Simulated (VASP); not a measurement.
Data:

```yaml
crystal:
  lattice:
    - [4.49661, 0.00000, 0.00000]
    - [0.00000, 4.49661, 0.00000]
    - [0.00000, 0.00000, 3.17806]
  atoms:
    - { symbol: Ir, position: [0.00000, 0.00000, 0.00000] }
    - { symbol: Ir, position: [0.50000, 0.50000, 0.50000] }
    - { symbol: O, position: [0.30881, 0.30881, 0.00000] }
    - { symbol: O, position: [0.80881, 0.19119, 0.50000] }
    - { symbol: O, position: [0.19119, 0.80881, 0.50000] }
    - { symbol: O, position: [0.69119, 0.69119, 0.00000] }
```

These are vdW-DF-cx, VASP's PBE PAW potentials (set 64) (plane waves; VASP) values and carry that method's errors. Numerical set-up: 520 eV cut-off, 8×8×11 Γ-centred mesh, tetrahedra with Blöchl corrections, potentials Ir O.

The cores are frozen, which limits the accuracy of field gradients.

**Question.** Give the principal components of the electric field gradient (V/Å²) and the asymmetry η at each nucleus.

**Answer.** 
```csv
atom,Vxx,Vyy,Vzz,η
Ir1,-186.4,-24.9,211.3,0.76
Ir2,-186.4,-24.9,211.3,0.76
O3,55.3,41.5,-96.8,0.14
O4,55.3,41.5,-96.8,0.14
O5,55.3,41.5,-96.8,0.14
O6,55.3,41.5,-96.8,0.14
```

The compound is IrO2 in the rutile structure. It was relaxed first.
